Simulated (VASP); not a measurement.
All values below come from LDA (Ceperley-Alder, Perdew-Zunger), VASP's LDA PAW potentials (set 64) (plane waves; VASP).

VASP input:

### INCAR
```
! general
SYSTEM  = Ca3PbO
PREC    = Accurate
ENCUT   = 400   ! plane-wave cut-off (eV)
LREAL   = .FALSE.
LASPH   = .TRUE.

! electronic loop
EDIFF   = 1E-6   ! SCF stop (eV)
NELM    = 100   ! most electronic steps
ALGO    = Normal
LMAXMIX = 4   ! l cut-off of mixed one-centre charges

! smearing
ISMEAR  = 0   ! Gaussian
SIGMA   = 0.1   ! width (eV)

! ions
ISIF    = 2

! output
LWAVE   = .FALSE.
LCHARG  = .FALSE.
```

### KPOINTS
```
K-points
0
G
 2 2 2
0 0 0
```

**POSCAR**
```
Ca3PbO
1
    4.8459300000     0.0000000000     0.0000000000
    0.0000000000     4.8459300000     0.0000000000
    0.0000000000     0.0000000000     4.8459300000
Ca Pb O
3 1 1
Direct
  0.5000000000   0.0000000000   0.5000000000
  0.0000000000   0.5000000000   0.5000000000
  0.5000000000   0.5000000000   0.0000000000
  0.0000000000   0.0000000000   0.0000000000
  0.5000000000   0.5000000000   0.5000000000
```

POTCAR, in this order: Ca_sv Pb_d O (LDA.64 set). Program: vasp_std.

The resulting files:

**OSZICAR**
```
       N       E                     dE             d eps       ncg     rms          rms(c)
DAV:   1     0.531419949340E+03    0.53142E+03   -0.21763E+04   240   0.144E+03
DAV:   2     0.283085510237E+02   -0.50311E+03   -0.49517E+03   240   0.460E+02
DAV:   3    -0.234786434587E+02   -0.51787E+02   -0.51016E+02   378   0.137E+02
DAV:   4    -0.261849883333E+02   -0.27063E+01   -0.26863E+01   328   0.288E+01
DAV:   5    -0.264318924930E+02   -0.24690E+00   -0.24663E+00   456   0.752E+00    0.103E+01
DAV:   6    -0.243314107319E+02    0.21005E+01   -0.14190E+01   328   0.151E+01    0.494E+00
DAV:   7    -0.242542208539E+02    0.77190E-01   -0.15669E+00   306   0.598E+00    0.268E+00
DAV:   8    -0.242008090884E+02    0.53412E-01   -0.24169E-01   328   0.308E+00    0.537E-01
DAV:   9    -0.241964094356E+02    0.43997E-02   -0.50178E-02   400   0.863E-01    0.157E-01
DAV:  10    -0.241967157720E+02   -0.30634E-03   -0.45900E-03   304   0.335E-01    0.606E-02
DAV:  11    -0.241966954052E+02    0.20367E-04   -0.98381E-04   320   0.138E-01    0.265E-02
DAV:  12    -0.241966913064E+02    0.40988E-05   -0.15253E-04   328   0.520E-02    0.133E-02
DAV:  13    -0.241966902531E+02    0.10533E-05   -0.24207E-05   332   0.204E-02    0.370E-03
DAV:  14    -0.241966906299E+02   -0.37684E-06   -0.25183E-06   256   0.729E-03
   1 F= -.24196691E+02 E0= -.24182657E+02  d E =-.280673E-01
```

### OUTCAR
```
------------------------ aborting loop because EDIFF is reached ----------------------------------------
  FORCE on cell =-STRESS in cart. coord.  units (eV):
  Direction    XX          YY          ZZ          XY          YZ          ZX
  --------------------------------------------------------------------------------------
  Total       -3.3799601     -3.3799601     -3.3799601      0.0000000     -0.0000000      0.0000000
  in kB      -47.5872657    -47.5872657    -47.5872657      0.0000000     -0.0000000      0.0000000
  external PRESSURE =     -47.5872657 kB  Pullay stress =       0.0000000 kB
  volume of cell :      113.80
      direct lattice vectors                 reciprocal lattice vectors
     4.845930000  0.000000000  0.000000000     0.206358738  0.000000000  0.000000000
     0.000000000  4.845930000  0.000000000     0.000000000  0.206358738  0.000000000
     0.000000000  0.000000000  4.845930000     0.000000000  0.000000000  0.206358738
 POSITION                                       TOTAL-FORCE (eV/Angst)
 -----------------------------------------------------------------------------------
      2.42297      0.00000      2.42297         0.000000      0.000000      0.000000
      0.00000      2.42297      2.42297         0.000000      0.000000      0.000000
      2.42297      2.42297      0.00000         0.000000      0.000000      0.000000
      0.00000      0.00000      0.00000         0.000000      0.000000      0.000000
      2.42297      2.42297      2.42297         0.000000      0.000000      0.000000
 -----------------------------------------------------------------------------------
    total drift:                                0.000000     -0.000000     -0.000000
  FREE ENERGIE OF THE ION-ELECTRON SYSTEM (eV)
  ---------------------------------------------------
  free  energy   TOTEN  =       -24.1966906299 eV

  energy  without entropy=      -24.1686233756  energy(sigma->0) =      -24.18265700
```
(Selected blocks of OUTCAR.)

OUTCAR:
```
 val. band max:        5.0170493998   @ k =   0.0000   0.0000   0.0000

 cond. band min:       5.1123496529   @ k =   0.0000   0.0000   0.0000


 Fermi energy:         5.0977107390

 k-point     1 :       0.0000    0.0000    0.0000
  band No.  band energies     occupation
      1     -35.8452      2.00000
      2     -35.7564      2.00000
      3     -35.7564      2.00000
      4     -17.3737      2.00000
      5     -17.3737      2.00000
      6     -17.3737      2.00000
      7     -17.1060      2.00000
      8     -17.1060      2.00000
      9     -17.1060      2.00000
     10     -16.9891      2.00000
     11     -16.9891      2.00000
     12     -16.9891      2.00000
     13     -13.5220      2.00000
     14     -11.2410      2.00000
     15     -11.2410      2.00000
     16     -11.2410      2.00000
     17     -11.2343      2.00000
     18     -11.2343      2.00000
     19      -3.8500      2.00000
     20       0.8336      2.00000
     21       0.8336      2.00000
     22       0.8336      2.00000
     23       5.0170      1.74602
     24       5.0170      1.74602
     25       5.1123      0.83599
     26       5.1123      0.83599
     27       5.1123      0.83599
     28       5.7039      0.00000
     29       5.7039      0.00000
     30       5.7042      0.00000

 k-point     2 :       0.5000    0.0000    0.0000
  band No.  band energies     occupation
      1     -35.8155      2.00000
      2     -35.7853      2.00000
      3     -35.7561      2.00000
      4     -17.3604      2.00000
      5     -17.3043      2.00000
      6     -17.3043      2.00000
      7     -17.1944      2.00000
      8     -17.1421      2.00000
      9     -17.1421      2.00000
     10     -17.1169      2.00000
     11     -17.0271      2.00000
     12     -17.0271      2.00000
     13     -13.1583      2.00000
     14     -11.2403      2.00000
     15     -11.2318      2.00000
     16     -11.2318      2.00000
     17     -11.2259      2.00000
     18     -11.2187      2.00000
...
```

At this cut-off the stress carries a Pulay error, which pulls relaxed volumes low.  Unless said otherwise, spin-orbit coupling is left out, though it shifts the bands of the heavy elements here.

The structure comes from a computed database's Ca3PbO entry (Pm-3m); how it stands against other phases isn't given here. The cell was not relaxed at this level. The k-mesh is coarse (spacing up to 0.65 per Å, 2π included), so the numbers may not be converged in it. The run is one of a series of settings (KPOINTS 2×2×2 Γ-centred mesh against the base run), some of them coarse on purpose.
